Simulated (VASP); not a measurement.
OSZICAR of a VASP run on CeB₂Ir₃ (space group P6/mmm):

**OSZICAR**
```
       N       E                     dE             d eps       ncg     rms          rms(c)
DAV:   1     0.338025659441E+03    0.33803E+03   -0.16837E+04  2800   0.151E+03
DAV:   2     0.190242430150E+01   -0.33612E+03   -0.32281E+03  3176   0.396E+02
DAV:   3    -0.577144969329E+02   -0.59617E+02   -0.54453E+02  4472   0.140E+02
DAV:   4    -0.627098205167E+02   -0.49953E+01   -0.47619E+01  4140   0.403E+01
DAV:   5    -0.630083498527E+02   -0.29853E+00   -0.28861E+00  5188   0.865E+00    0.790E+02
DAV:   6    -0.654738920874E+02   -0.24655E+01   -0.18779E+02  4940   0.102E+02    0.377E+02
DAV:   7    -0.139701986041E+03   -0.74228E+02   -0.76852E+02  5220   0.101E+02    0.372E+03
DAV:   8    -0.167532988462E+03   -0.27831E+02   -0.12478E+02  3784   0.669E+01    0.256E+03
DAV:   9    -0.164458147284E+03    0.30748E+01   -0.12948E+01  4356   0.214E+01    0.183E+03
DAV:  10    -0.538432770371E+02    0.11061E+03   -0.24051E+02  4228   0.133E+02    0.581E+02
DAV:  11    -0.594029388775E+02   -0.55597E+01   -0.45652E+01  4312   0.259E+01    0.557E+02
DAV:  12    -0.594465281210E+02   -0.43589E-01   -0.42439E+00  4764   0.768E+00    0.557E+02
DAV:  13    -0.602129471695E+02   -0.76642E+00   -0.49461E-01  4216   0.309E+00    0.522E+02
DAV:  14    -0.579864150648E+02    0.22265E+01   -0.13474E+00  4028   0.811E+00    0.662E+02
DAV:  15    -0.574957081809E+02    0.49071E+00   -0.35851E-01  4736   0.363E+00    0.701E+02
DAV:  16    -0.576247533309E+02   -0.12905E+00   -0.85294E-02  4476   0.138E+00    0.723E+02
DAV:  17    -0.571905613550E+02    0.43419E+00   -0.38102E-01  4204   0.374E+00    0.774E+02
DAV:  18    -0.571184511281E+02    0.72110E-01   -0.12135E-01  4440   0.252E+00    0.602E+02
DAV:  19    -0.582936176373E+02   -0.11752E+01   -0.40712E+00  3964   0.149E+01    0.554E+01
DAV:  20    -0.595085273011E+02   -0.12149E+01   -0.10078E+00  4728   0.780E+00    0.678E+01
DAV:  21    -0.597380849645E+02   -0.22956E+00   -0.15740E-01  4396   0.227E+00    0.201E+02
DAV:  22    -0.594115902001E+02    0.32649E+00   -0.55738E-02  4028   0.182E+00    0.204E+02
DAV:  23    -0.579968528848E+02    0.14147E+01   -0.55546E-01  3968   0.580E+00    0.156E+02
DAV:  24    -0.571078833120E+02    0.88897E+00   -0.58666E-01  4308   0.544E+00    0.201E+02
DAV:  25    -0.570624374067E+02    0.45446E-01   -0.89763E-02  4924   0.103E+00    0.201E+02
DAV:  26    -0.568989176481E+02    0.16352E+00   -0.67417E-02  4204   0.173E+00    0.197E+02
DAV:  27    -0.568103169692E+02    0.88601E-01   -0.93827E-02  4828   0.164E+00    0.199E+02
DAV:  28    -0.568123524187E+02   -0.20354E-02   -0.71269E-03  4668   0.391E-01    0.194E+02
DAV:  29    -0.568050938002E+02    0.72586E-02   -0.42502E-03  4692   0.298E-01    0.190E+02
DAV:  30    -0.567902349049E+02    0.14859E-01   -0.97250E-03  4144   0.484E-01    0.191E+02
DAV:  31    -0.567672998932E+02    0.22935E-01   -0.11733E-02  4200   0.574E-01    0.193E+02
DAV:  32    -0.567697877930E+02   -0.24879E-02   -0.12761E-02  4132   0.515E-01    0.186E+02
DAV:  33    -0.568071259170E+02   -0.37338E-01   -0.25495E-01  4140   0.247E+00    0.145E+02
DAV:  34    -0.567391339727E+02    0.67992E-01   -0.31632E-02  4080   0.108E+00    0.126E+02
DAV:  35    -0.567272434802E+02    0.11890E-01   -0.15631E-02  3928   0.735E-01    0.119E+02
DAV:  36    -0.566588462393E+02    0.68397E-01   -0.16492E-01  3928   0.223E+00    0.103E+02
DAV:  37    -0.566435588029E+02    0.15287E-01   -0.48643E-02  5084   0.113E+00    0.649E+01
DAV:  38    -0.566620476965E+02   -0.18489E-01   -0.64774E-02  4052   0.134E+00    0.360E+01
DAV:  39    -0.566500848825E+02    0.11963E-01   -0.15019E-02  3832   0.700E-01    0.307E+01
DAV:  40    -0.566521455157E+02   -0.20606E-02   -0.46168E-03  4076   0.307E-01    0.277E+01
DAV:  41    -0.566618384590E+02   -0.96929E-02   -0.56115E-03  4176   0.395E-01    0.285E+01
DAV:  42    -0.566408500937E+02    0.20988E-01   -0.50741E-02  4024   0.108E+00    0.391E+01
DAV:  43    -0.566389238397E+02    0.19263E-02   -0.11085E-02  4812   0.450E-01    0.434E+01
DAV:  44    -0.566414116250E+02   -0.24878E-02   -0.46638E-03  4076   0.365E-01    0.437E+01
DAV:  45    -0.566455027477E+02   -0.40911E-02   -0.11911E-02  4348   0.446E-01    0.395E+01
DAV:  46    -0.566371691728E+02    0.83336E-02   -0.13328E-02  4044   0.687E-01    0.384E+01
DAV:  47    -0.566360784146E+02    0.10908E-02   -0.78097E-03  4488   0.529E-01    0.304E+01
DAV:  48    -0.566362882419E+02   -0.20983E-03   -0.15690E-03  4732   0.213E-01    0.233E+01
DAV:  49    -0.566360934782E+02    0.19476E-03   -0.18771E-03  3776   0.271E-01    0.126E+01
DAV:  50    -0.566371096353E+02   -0.10162E-02   -0.20321E-03  4040   0.227E-01    0.458E+00
DAV:  51    -0.566374440608E+02   -0.33443E-03   -0.72805E-04  4284   0.131E-01    0.448E+00
DAV:  52    -0.566399038482E+02   -0.24598E-02   -0.25305E-03  4104   0.283E-01    0.585E+00
DAV:  53    -0.566374576259E+02    0.24462E-02   -0.26282E-03  4048   0.258E-01    0.389E+00
DAV:  54    -0.566359464950E+02    0.15111E-02   -0.26018E-03  4260   0.242E-01    0.241E+00
DAV:  55    -0.566362016253E+02   -0.25513E-03   -0.21410E-04  4376   0.938E-02    0.235E+00
DAV:  56    -0.566356329202E+02    0.56871E-03   -0.41359E-03  4152   0.319E-01    0.115E+00
DAV:  57    -0.566356265010E+02    0.64193E-05   -0.12283E-04  4080   0.627E-02    0.372E-01
DAV:  58    -0.566355877100E+02    0.38791E-04   -0.19627E-04  4280   0.729E-02    0.197E-01
DAV:  59    -0.566355889066E+02   -0.11966E-05   -0.10356E-05  4008   0.176E-02    0.749E-02
DAV:  60    -0.566355912005E+02   -0.22939E-05   -0.46604E-06  2964   0.981E-03    0.593E-02
DAV:  61    -0.566355918842E+02   -0.68371E-06   -0.17610E-06  2464   0.776E-03
   1 F= -.56635592E+02 E0= -.56614800E+02  d E =-.415845E-01  mag=    -0.1317
```

Which electronic solver shows in the log?

It is blocked Davidson (ALGO = Normal, or the opening steps of other solvers). The INCAR had ALGO = Normal.

How was spin treated?

Collinear spin (ISPIN = 2): the summary line carries one mag value, -0.13 μB in the cell.

Can the final energy be trusted as converged?

The run converged. It stopped with EDIFF = 1E-6, NELM = 100 (LDA (Ceperley-Alder, Perdew-Zunger), plane waves, VASP's LDA PAW potentials (set 64)).  The run has a spin-polarised start.

The structure comes from a computed database's CeB2Ir3 entry; how it stands against other phases isn't given here. The cell was not relaxed at this level, and its volume differs by -5.9 % from the start's.
